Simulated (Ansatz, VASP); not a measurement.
# Tl3TeBr in VASP and in Ansatz

```
CELL_PARAMETERS angstrom
6.92000 0.00000 0.00000
0.00000 6.92000 0.00000
0.00000 0.00000 6.92000
ATOMIC_POSITIONS crystal
Te 0.00000 0.00000 0.00000
Br 0.50000 0.50000 0.50000
Tl 0.50000 0.50000 0.00000
Tl 0.50000 0.00000 0.50000
Tl 0.00000 0.50000 0.50000
```

The cell comes from a database or a generator and needn't be the stable form of this composition.

Alike in both runs: task single point; functional PBEsol; k mesh 4 × 4 × 4; occupations gaussian, width 0.05 eV; no spin polarisation.

```csv
,VASP,Ansatz
version,VASP 6.6.1,Ansatz 0.2.0
potentials or method,"VASP PAW PBE potentials, release 64 (Te, Br, Tl_d)","scalar-relativistic, plane waves, PAW"
plane-wave cutoff (eV),520,420
valence electrons in the cell,52,62
```

```tsv
	VASP	Ansatz	Ansatz less VASP
gap on the k mesh at the Fermi level (eV)	0.41	0.41	0.000
least direct gap on the mesh (eV)	0.41	0.41	0.000
pressure (GPa)	-2.8	-2.8	+0.02
```

With one functional, cell and mesh, what is left measures potentials, basis and numerics. The two sets of potentials don't hold the same shells in valence.

Caveats: the PAW data sets were made with another functional, which shifts forces and pressure a little (VASP); spin-orbit coupling is left out, which as a rule narrows the gap of such compounds by several tenths of an eV.
